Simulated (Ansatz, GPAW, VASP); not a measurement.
**One structure in several programs: KMgH₃ (Pm-3m, 5 atoms in the cell)**

Self-consistent single point.

```yaml
crystal:
  lattice:
    - [3.98810, 0.00000, 0.00000]
    - [0.00000, 3.98810, 0.00000]
    - [0.00000, 0.00000, 3.98810]
  atoms:
    - { symbol: K, position: [0.00000, 0.00000, 0.00000] }
    - { symbol: Mg, position: [0.50000, 0.50000, 0.50000] }
    - { symbol: H, position: [0.50000, 0.00000, 0.50000] }
    - { symbol: H, position: [0.00000, 0.50000, 0.50000] }
    - { symbol: H, position: [0.50000, 0.50000, 0.00000] }
```

Shared settings, as Ansatz (an electronic-structure program) writes them: kpoints.mp_grid.grid = 2 2 2; scf.occupations.method = fixed. Potentials and cutoffs stand in the table.

```
code                                                            model  pressure (GPa)  gap on the mesh (eV)   cutoff
------  -------------------------------------------------------------  --------------  --------------------  -------
GPAW    LDA (Perdew-Wang 92), GPAW PAW datasets LDA (gpaw-data 1.0.1)           -1.57                 2.104   850 eV
Ansatz                            LDA (PW92), PAW files made with PBE           -1.63                 2.101  default
VASP                     LDA (PZ), VASP's LDA PAW potentials (set 64)           -2.84                     –   300 eV
```

A dash marks a value that a program does not give, or that is left out as unsure.

No gap is tabulated for VASP: it is not read from that output, or partly filled or unconverged empty levels leave it unsure.

Gaps are read on the mesh.

The spread over the programs that give each value: pressure within 1.27 GPa; gap on the mesh within 0.003 eV.

Ansatz's pressure is given at a fixed set of plane waves, as the other plane-wave codes print theirs; with its correction for the finite basis it is -1.56 GPa. The same LDA comes in different parametrisations, which differ slightly. In the pressure, VASP (by 1.21) lies more than 1 GPa from the median of the plane-wave programs.

On the base mesh (4 4 4) the same programs gave: Ansatz pressure -2.14 GPa, gap on the mesh 2.146 eV; GPAW pressure -2.08 GPa, gap on the mesh 2.149 eV; VASP pressure -3.38 GPa.

The values differ from the base mesh's, so the mesh still matters here: the table compares the programs at equal settings.

VASP's run is marked for a possible Pulay error in its stress at this cutoff; no cutoff test was made.

VASP ran the fixed occupations as a Gaussian smearing of 0.01 eV.

The starting cell comes from a database of computed structures (which also holds hypothetical and non-ambient phases and stackings), without a prior relaxation at this level.

Left out of this page: Quantum ESPRESSO, ABINIT, Elk, FLEUR and SIESTA (not drawn, or without a comparable value); CP2K (failed or unconverged).

Keys are those of Ansatz 0.2.
